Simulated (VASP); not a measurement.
Calculation: PBEsol GGA, VASP's PBE PAW potentials (set 64) (plane waves; VASP).

A VASP calculation is set up with these files.

### POSCAR
```
ZnO
1
    1.6189622490    -2.8041253035    -0.0000000000
    1.6189622490     2.8041253035     0.0000000000
   -0.0000000000     0.0000000000     5.2237710928
Zn O
2 2
Direct
  0.6666670000   0.3333330000   0.5015316234
  0.3333330000   0.6666670000   0.0015316234
  0.6666670000   0.3333330000   0.8804683766
  0.3333330000   0.6666670000   0.3804683766
```

File KPOINTS:
```
k-points along high-symmetry lines
10
Line-mode
Reciprocal
  0.000000   0.000000   0.000000 ! GAMMA
 -0.000000   0.500000   0.000000 ! M

 -0.000000   0.500000   0.000000 ! M
 -0.333333   0.666667   0.000000 ! K

 -0.333333   0.666667   0.000000 ! K
  0.000000   0.000000   0.000000 ! GAMMA

  0.000000   0.000000   0.000000 ! GAMMA
  0.000000   0.000000   0.500000 ! A

  0.000000   0.000000   0.500000 ! A
 -0.000000   0.500000   0.500000 ! L

 -0.000000   0.500000   0.500000 ! L
 -0.333333   0.666667   0.500000 ! H

 -0.333333   0.666667   0.500000 ! H
  0.000000   0.000000   0.500000 ! A

 -0.000000   0.500000   0.500000 ! L
 -0.000000   0.500000   0.000000 ! M

 -0.333333   0.666667   0.500000 ! H
 -0.333333   0.666667   0.000000 ! K
```

INCAR:
```
SYSTEM = ZnO
PREC = Accurate
ENCUT = 520
EDIFF = 1E-7
NELM = 100
ALGO = Normal
LREAL = .FALSE.
LASPH = .TRUE.
ISMEAR = 0
SIGMA = 0.05
GGA = PS
LMAXMIX = 4
LWAVE = .FALSE.
LCHARG = .FALSE.
LORBIT = 11
ICHARG = 11
```

POTCAR, in this order: Zn O (PBE.64 set). Program: vasp_std. Read from the step before: CHGCAR.

What VASP printed:

### OUTCAR
```
 ion  position               nearest neighbor table
   1  0.667  0.333  0.502-   4 1.97   4 1.97   4 1.97   3 1.98
   2  0.333  0.667  0.002-   3 1.97   3 1.97   3 1.97   4 1.98
   3  0.667  0.333  0.880-   2 1.97   2 1.97   2 1.97   1 1.98
   4  0.333  0.667  0.380-   1 1.97   1 1.97   1 1.97   2 1.98
  LATTYP: Found a hexagonal cell.
 ALAT       =     3.2379248727
 C/A-ratio  =     1.6133083064
 Subroutine PRICEL returns:
 Original cell was already a primitive cell.
 Subroutine GETGRP returns: Found 12 space group operations
The static configuration has the point symmetry C_3v.
 The point group associated with its full space group is C_6v.
The dynamic configuration has the point symmetry C_3v.
 Subroutine INISYM returns: Found 12 space group operations
   k-points           NKPTS =     90   k-points in BZ     NKDIM =     90   number of bands    NBANDS=     22
   number of dos      NEDOS =    301   number of ions     NIONS =      4
   total plane-waves  NPLWV =  23040
   dimension x,y,z NGX =    24 NGY =   24 NGZ =   40
   dimension x,y,z NGXF=    48 NGYF=   48 NGZF=   80
   ions per type =               2   2
   PREC   = accura    normal or accurate (medium, high low for compatibility)
   ISTART =      0    job   : 0-new  1-cont  2-samecut
   ICHARG =     11    charge: 1-file 2-atom 10-const
   ISPIN  =      1    spin polarized calculation?
...
```

OSZICAR:
```
       N       E                     dE             d eps       ncg     rms          rms(c)
DAV:   1     0.272114527442E+03    0.27211E+03   -0.18888E+04  3968   0.240E+03
DAV:   2     0.747867290624E+01   -0.26464E+03   -0.25487E+03  4272   0.441E+02
DAV:   3    -0.183603459128E+02   -0.25839E+02   -0.25511E+02  4680   0.142E+02
DAV:   4    -0.188228045374E+02   -0.46246E+00   -0.46194E+00  4398   0.202E+01
DAV:   5    -0.188265464017E+02   -0.37419E-02   -0.37415E-02  4590   0.162E+00
DAV:   6    -0.188265920334E+02   -0.45632E-04   -0.45629E-04  4404   0.151E-01
DAV:   7    -0.188265928781E+02   -0.84464E-06   -0.84467E-06  4626   0.178E-02
DAV:   8    -0.188265928962E+02   -0.18154E-07   -0.18160E-07  3692   0.222E-03
   1 F= -.18826593E+02 E0= -.18826593E+02  d E =-.184255E-19
```

OUTCAR:
```
 val. band max:        1.0852796571   @ k =   0.0000   0.0000   0.0000

 cond. band min:       1.7666403553   @ k =  -0.0000   0.0000   0.0000



 k-point     1 :       0.0000    0.0000    0.0000
  band No.  band energies     occupation
      1     -16.9890      2.00000
      2     -16.2430      2.00000
      3      -4.6701      2.00000
      4      -4.6488      2.00000
      5      -4.6487      2.00000
      6      -4.6066      2.00000
      7      -4.4540      2.00000
      8      -4.4540      2.00000
      9      -3.4371      2.00000
     10      -3.4371      2.00000
     11      -3.2207      2.00000
     12      -3.2206      2.00000
     13      -2.9474      2.00000
     14       0.2785      2.00000
     15       0.2785      2.00000
     16       0.9949      2.00000
     17       1.0853      2.00000
     18       1.0853      2.00000
     19       1.7666      0.00000
     20       6.2149      0.00000
     21       9.1696      0.00000
     22      13.8799      0.00000

 k-point     2 :       0.0000    0.0556    0.0000
  band No.  band energies     occupation
      1     -16.9711      2.00000
      2     -16.2349      2.00000
      3      -4.6750      2.00000
      4      -4.6414      2.00000
      5      -4.6385      2.00000
      6      -4.5931      2.00000
      7      -4.4566      2.00000
      8      -4.4399      2.00000
      9      -3.4448      2.00000
     10      -3.4385      2.00000
     11      -3.2190      2.00000
     12      -3.2084      2.00000
     13      -2.9513      2.00000
     14       0.1600      2.00000
     15       0.2355      2.00000
     16       0.7987      2.00000
     17       0.9754      2.00000
     18       1.0626      2.00000
     19       2.0917      0.00000
     20       6.3527      0.00000
     21       9.1674      0.00000
     22      13.4923      0.00000

 k-point     3 :       0.0000    0.1111    0.0000
  band No.  band energies     occupation
      1     -16.9193      2.00000
      2     -16.2119      2.00000
...
```

The density is held fixed in this step, so its total energy and stress have no physical meaning.

The compound is ZnO in the wurtzite structure. It was relaxed first.
